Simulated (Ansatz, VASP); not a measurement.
# GaBi2BPt2: VASP beside Ansatz, part 2 of 2

Wanted: the spread between two codes on one cell, functional and k mesh. The cell is invented: As first built, before any earlier steps moved the atoms (in the runner's words): it takes the Bi2Pt structure with some of its atoms replaced by other elements, volume scaled by an estimate. It may not be a known or stable phase. The cell is taken from a series of runs on this material, whose earlier steps may have relaxed, scaled, displaced or heated it; both programs get it as it stands. Valence electrons are named where the data sets of a main pair hold unlike numbers.

VASP 6.6.1 and Ansatz 0.2.0.

So far. Step 2 (VASP: single point, PBEsol): The run ends at a pressure of -1.20 GPa, with forces up to 0.16 eV/Å.

### 3. Ansatz: single point, PBEsol

Level of this step: Ansatz beside VASP: Kohn-Sham DFT, plane waves, PBEsol (Ansatz).

Ansatz runs on its default PAW (the set named soft_2) files.

The same cell, functional, mesh and smearing now go to Ansatz, which takes its cutoff from its data sets.

input.yaml reads:

```yaml
crystal:
  lattice:
    - [7.2535368196, 0.0, 0.0]
    - [-3.6267684098, 6.2817475688, 0.0]
    - [0.0, 0.0, 10.3199197986]
  atoms:
    - { symbol: Bi, position: [0.333333335, 0.166666665, 0.865253835] }
    - { symbol: Bi, position: [0.333333335, 0.666666665, 0.865253835] }
    - { symbol: Bi, position: [0.833333335, 0.166666665, 0.865253835] }
    - { symbol: Bi, position: [0.833333335, 0.666666665, 0.865253835] }
    - { symbol: Bi, position: [0.333333335, 0.166666665, 0.3243224723] }
    - { symbol: Bi, position: [0.333333335, 0.666666665, 0.3243224723] }
    - { symbol: Bi, position: [0.833333335, 0.166666665, 0.3243224723] }
    - { symbol: Bi, position: [0.833333335, 0.666666665, 0.3243224723] }
    - { symbol: Pt, position: [0.0, 0.0, 0.5125513697] }
    - { symbol: Pt, position: [0.0, 0.5, 0.5125513697] }
    - { symbol: Pt, position: [0.5, 0.0, 0.5125513697] }
    - { symbol: Pt, position: [0.5, 0.5, 0.5125513697] }
    - { symbol: Pt, position: [0.0, 0.0, 0.062154884] }
    - { symbol: Pt, position: [0.0, 0.5, 0.062154884] }
    - { symbol: Pt, position: [0.5, 0.0, 0.062154884] }
    - { symbol: Pt, position: [0.5, 0.5, 0.062154884] }
    - { symbol: Ga, position: [0.166666665, 0.333333335, 0.6406137466] }
    - { symbol: Ga, position: [0.166666665, 0.833333335, 0.6406137466] }
    - { symbol: Ga, position: [0.666666665, 0.333333335, 0.6406137466] }
    - { symbol: Ga, position: [0.666666665, 0.833333335, 0.6406137466] }
    - { symbol: B, position: [0.166666665, 0.333333335, 0.0951036925] }
    - { symbol: B, position: [0.166666665, 0.833333335, 0.0951036925] }
    - { symbol: B, position: [0.666666665, 0.333333335, 0.0951036925] }
    - { symbol: B, position: [0.666666665, 0.833333335, 0.0951036925] }
hamiltonian:
  xc: pbesol
  pseudopotentials: { kind: paw }
kpoints:
  mp_grid: { grid: [6, 6, 4] }
scf:
  occupations: { method: methfessel_paxton, width: 0.2 }
  n_extra_bands: 10
output:
  forces: true
  stress: true
  eigenvalues: true
```

On the command line:

```
ansatz run input.yaml --threads 4 --pin off --max-ram 18432MiB --backend cpu --events-out ev --progress --plain --runs-dir out
```

Numbers of over 12 decimals in the logs are rounded to 6 here.

What it wrote:

```text
scf.n_extra_bands = 10 over 164 filled bands (N_el = 328.0): the run solves 174 bands
Engine: ansatz 0.2.0, aarch64-unknown-linux-gnu
Pseudopotentials: kind: paw
Pseudopotential: Bi, paw, valence charge 15, recommended cutoff 420 eV (normal), Bi.paw.azcp
Pseudopotential: Pt, paw, valence charge 18, recommended cutoff 420 eV (normal), Pt.paw.azcp
Pseudopotential: Ga, paw, valence charge 13, recommended cutoff 420 eV (normal), Ga.paw.azcp
Pseudopotential: B, paw, valence charge 3, recommended cutoff 420 eV (normal), B.paw.azcp
Functional definition: PBEsol
  exchange = pbesol_x
  correlation = pbesol_c
Crystal: 24 atoms, lattice volume = 470.226 Å³
Basis set: ecut = 420 eV, 9131 PW (Γ), exchange–correlation on 100×100×144 points (8 copies of the dense FFT grid, shifted against one another)
Bands: 174, of which v1, the nominal top of the filled ones, is band 164 counted from 1 (163 counted from 0)
Symmetry: 24 space group operations
Space group: P3m1 (ITA 156), of the structure as read, at distance tolerance 7.8e-5 Å
k-points: 24 of 144 (time reversal used)
Non-local potential: Bi, projectors of the file, l = 0: 2, l = 1: 2, l = 2: 2, l = 3: 2
Non-local potential: Pt, projectors of the file, l = 0: 3, l = 1: 2, l = 2: 2, l = 3: 1
Non-local potential: Ga, projectors of the file, l = 0: 2, l = 1: 2, l = 2: 3, l = 3: 1
Non-local potential: B, projectors of the file, l = 0: 2, l = 1: 2, l = 2: 1
PAW form: soft (Blöchl's): semilocal exchange-correlation on the pseudo side does not see the compensation charge
PAW frozen core: Bi, regenerated for the run's functional, and the local potential with it (the file was generated under x = pbe(κ = 0.804, μ = 0.219515), c = pbe(β = 0.066725))
PAW frozen core: Pt, regenerated for the run's functional, and the local potential with it (the file was generated under x = pbe(κ = 0.804, μ = 0.219515), c = pbe(β = 0.066725))
PAW frozen core: Ga, regenerated for the run's functional, and the local potential with it (the file was generated under x = pbe(κ = 0.804, μ = 0.219515), c = pbe(β = 0.066725))
PAW frozen core: B, regenerated for the run's functional, and the local potential with it (the file was generated under x = pbe(κ = 0.804, μ = 0.219515), c = pbe(β = 0.066725))
PAW one-centre angular grid: Bi, 590 points (default); XC on 64 Gauss nodes
PAW one-centre angular grid: Pt, 590 points (default); XC on 64 Gauss nodes
PAW one-centre angular grid: Ga, 590 points (default); XC on 64 Gauss nodes
PAW one-centre angular grid: B, 110 points (default); XC on 64 Gauss nodes
Initial density: superposition of atomic densities (neutral atoms: chi_scale 0, normalization atom), corrected by the library's trained network
Initial wavefunctions: pseudopotential atomic-orbital guess
Functional: x = pbesol(κ = 0.804, μ = 0.123457), c = pbesol(β = 0.046)
SCF iter   1: F=—  HF=-212589.735935 eV  |F-HF|=—  |Δ(HF+E_count)|=         —  Δρ=6.86e-3  dr2=1.24e0  ethr=1.77e-3  ⟨swp⟩=5.0  Hψ=14890  notcnv=0
preconditioner: auto → Kerker (q_TF=auto, 2.569 Å⁻¹)  [metal: Δε(μ)=0.041 eV  Ē_g=12.713 eV  σ=0.200 eV  W_gap=0.17  n_scr=122 (ndim 8)  ℏωp=27.8 eV  f_vac=0.000  D(μ)=12.58/eV (n_scr^D=96)]
SCF iter   2: F=—  HF=-212589.658108 eV  |F-HF|=—  |Δ(HF+E_count)|=   7.78e-2  S|Δr|=    0.00e0  Δρ=2.90e-3  dr2=2.82e-1  ethr=3.78e-4  ⟨swp⟩=1.0  Hψ=5256  notcnv=0
SCF iter   3: F=—  HF=-212589.636971 eV  |F-HF|=—  |Δ(HF+E_count)|=   2.11e-2  S|Δr|=    0.00e0  Δρ=1.42e-3  dr2=9.70e-2  ethr=8.60e-5  ⟨swp⟩=1.2  Hψ=4163  notcnv=0
SCF iter   4: F=—  HF=-212589.627674 eV  |F-HF|=—  |Δ(HF+E_count)|=   9.30e-3  S|Δr|=    0.00e0  Δρ=5.98e-4  dr2=3.27e-3  ethr=2.96e-5  ⟨swp⟩=2.0  Hψ=4548  notcnv=0  defer=1
SCF iter   5: F=—  HF=-212589.627256 eV  |F-HF|=—  |Δ(HF+E_count)|=   4.18e-4  S|Δr|=    0.00e0  Δρ=3.30e-4  dr2=1.06e-3  ethr=9.97e-7  ⟨swp⟩=2.0  Hψ=6082  notcnv=0  defer=1
SCF iter   6: F=—  HF=-212589.627104 eV  |F-HF|=—  |Δ(HF+E_count)|=   1.51e-4  S|Δr|=    0.00e0  Δρ=1.01e-4  dr2=1.06e-4  ethr=3.22e-7  ⟨swp⟩=2.0  Hψ=6371  notcnv=0  defer=1
SCF iter   7: F=—  HF=-212589.627072 eV  |F-HF|=—  |Δ(HF+E_count)|=   3.21e-5  S|Δr|=    0.00e0  Δρ=4.33e-5  dr2=1.30e-5  ethr=3.22e-8  ⟨swp⟩=2.0  Hψ=6375  notcnv=0  defer=1
SCF iter   8: F=—  HF=-212589.627096 eV  |F-HF|=—  |Δ(HF+E_count)|=   2.32e-5  S|Δr|=    0.00e0  Δρ=1.51e-5  dr2=1.89e-6  ethr=3.97e-9  ⟨swp⟩=2.0  Hψ=6381  notcnv=0  defer=1
SCF iter   9: F=—  HF=-212589.627095 eV  |F-HF|=—  |Δ(HF+E_count)|=   1.83e-7  S|Δr|=    0.00e0  Δρ=5.01e-6  dr2=1.64e-7  ethr=5.76e-10  ⟨swp⟩=2.0  Hψ=6375  notcnv=0  defer=1
SCF iter  10: F=-212589.627095 eV  HF=-212589.627095 eV  |F-HF|=3.78e-8  |Δ(HF+E_count)|=   1.98e-8  S|Δr|=    0.00e0  Δρ=1.81e-6  dr2=4.40e-8  ethr=3.05e-11  ⟨swp⟩=6.8  Hψ=17130  notcnv=0
SCF 1 converged in 10 iterations: F = -212589.627095 eV  dr2 = 4.40e-8
[...]
E_vxc        = -3963.720924  (∫ρ·V_xc dr)
  E_paw        = -166704.476773  (= ΣΔE_a)
  E_vpaw       = -6283.792960  (= ΣTr[D̂ρ^β])
  E_aug_tail   = -0.002618  (compensation charges beyond the density's cutoff)
  E_ewald      = -36122.434590
  E_core_change = 6.524622  (= ΣΔE_core)
  E_smearing   = -0.021329  (= −TS)
  E_closure    = -0.000000  (closes the sum)
  Σ components = -212589.627095   (vs F -212589.627095, Δ=0.00e0)
--- Forces (eV/Å), atoms counted from 1 ---
  atom   1  Bi    -0.00000000    -0.00000000     0.10959273
  atom   2  Bi    -0.00000000    -0.00000000     0.10959273
  atom   3  Bi    -0.00000000    -0.00000000     0.10959273
  atom   4  Bi    -0.00000000    -0.00000000     0.10959273
  atom   5  Bi    -0.00000000    -0.00000000    -0.14898486
  atom   6  Bi    -0.00000000    -0.00000000    -0.14898486
  atom   7  Bi    -0.00000000    -0.00000000    -0.14898486
  atom   8  Bi    -0.00000000    -0.00000000    -0.14898486
  atom   9  Pt     0.00000000     0.00000000    -0.00171656
  atom  10  Pt     0.00000000     0.00000000    -0.00171656
  atom  11  Pt     0.00000000     0.00000000    -0.00171656
  atom  12  Pt     0.00000000     0.00000000    -0.00171656
  atom  13  Pt    -0.00000000    -0.00000000     0.04960682
  atom  14  Pt    -0.00000000    -0.00000000     0.04960682
  atom  15  Pt    -0.00000000    -0.00000000     0.04960682
  atom  16  Pt    -0.00000000    -0.00000000     0.04960682
  atom  17  Ga    -0.00000000    -0.00000000    -0.05476707
  atom  18  Ga    -0.00000000    -0.00000000    -0.05476707
  atom  19  Ga    -0.00000000    -0.00000000    -0.05476707
  atom  20  Ga    -0.00000000    -0.00000000    -0.05476707
  atom  21  B     -0.00000000    -0.00000000     0.04630587
  atom  22  B     -0.00000000    -0.00000000     0.04630587
  atom  23  B     -0.00000000    -0.00000000     0.04630587
  atom  24  B     -0.00000000    -0.00000000     0.04630587
  max |Σ_I F_I| component: 1.48e-4 eV/Å
--- Stress (GPa, compression-positive) ---
       -0.018293       0.000000      -0.000000
        0.000000      -0.018293      -0.000000
       -0.000000      -0.000000      -0.488749
  P = ⅓ Tr σ = -0.1751 GPa (-1.751 kbar)
--- Band table (eV; the first three rows and the last of 24) ---
  k-point 0: bands = [... 160 lower, 13.3424, 13.7501, 13.7501, 13.7501, 15.0542, 15.0542, 15.0542, 15.3229, ... 6 higher]
  k-point 1: bands = [... 160 lower, 13.2464, 13.8520, 13.8520, 13.8520, 14.3730, 15.2795, 15.2795, 15.2795, ... 6 higher]
  k-point 2: bands = [... 160 lower, 13.0255, 13.6649, 13.9773, 13.9773, 13.9773, 15.2233, 15.2233, 15.2233, ... 6 higher]
  k-point 23: bands = [... 160 lower, 13.8742, 13.8742, 14.0466, 14.0881, 14.4507, 14.4507, 14.4507, 14.7586, ... 6 higher]
```

The run ends at a pressure of -0.18 GPa, with forces up to 0.15 eV/Å.

### 4. Differences

Known differences besides the potentials themselves: the data sets hold 328 valence electrons in Ansatz (on its default PAW (the set named soft_2) files) and 264 in VASP; the cutoff is 420 eV in Ansatz and 1120 eV in VASP (PREC = Accurate, projectors in real space); Ansatz makes its cores anew for this functional, VASP keeps those of its PBE data sets; VASP leaves aspherical gradient terms in its spheres out (LASPH is not set), Ansatz keeps them. Total energies have different zeros and are not compared.

Compared:

| quantity | Ansatz | VASP | difference |
| --- | --- | --- | --- |
| pressure (GPa) | -0.18 | -1.20 | +1.03 |
| pressure without Ansatz's Pulay correction (GPa) | -0.23 | -1.20 | +0.97 |

Forces on 8 of the 24 atoms, those with the largest forces and the largest differences (eV/Å; atoms numbered as in POSCAR):

| atom | Ansatz x, y, z | VASP x, y, z |
| --- | --- | --- |
| Bi1 | 0.000, 0.000, 0.110 | 0.000, 0.000, 0.135 |
| Bi2 | 0.000, 0.000, 0.110 | 0.000, 0.000, 0.135 |
| Bi3 | 0.000, 0.000, 0.110 | 0.000, 0.000, 0.135 |
| Bi4 | 0.000, 0.000, 0.110 | 0.000, 0.000, 0.135 |
| Bi5 | 0.000, 0.000, -0.149 | 0.000, 0.000, -0.156 |
| Bi6 | 0.000, 0.000, -0.149 | 0.000, 0.000, -0.156 |
| Bi7 | 0.000, 0.000, -0.149 | 0.000, 0.000, -0.156 |
| Bi8 | 0.000, 0.000, -0.149 | 0.000, 0.000, -0.156 |

The forces differ by 7.9 meV/Å r.m.s., which is 15.3 % of the r.m.s. force of 0.051 eV/Å (both taken over all components). Ansatz's pressure holds a Pulay correction of 0.06 GPa; VASP's holds none.

### 5. Results

* difference in pressure (single point, PBEsol): 1.0 GPa
* r.m.s. force difference (single point, PBEsol): 7.9 meV/Å

What this shows: The difference in pressure is 1.0 GPa (single point, PBEsol), at about the 1 GPa picked in this series as the mark of a large difference. The data sets hold unlike numbers of valence electrons (328 in Ansatz and 264 in VASP), so part of the differences comes from the potentials. What causes the difference of the single point, PBEsol pair stays open here. How closely two codes agree says nothing of how well the functional describes the real material.

[Lines on the potential files, build, host, timing and source positions are cut from VASP's logs without a mark.]

[Logs are printed without paths, hosts, clocks, repeated set-up lines and the standing remarks that a program may print on its own settings, such as how far it seeks lower states.]

[Hosts, paths, dates, database ids (printed as entryN), source tags and the programs' standing remarks are cut or masked in the printed files.]
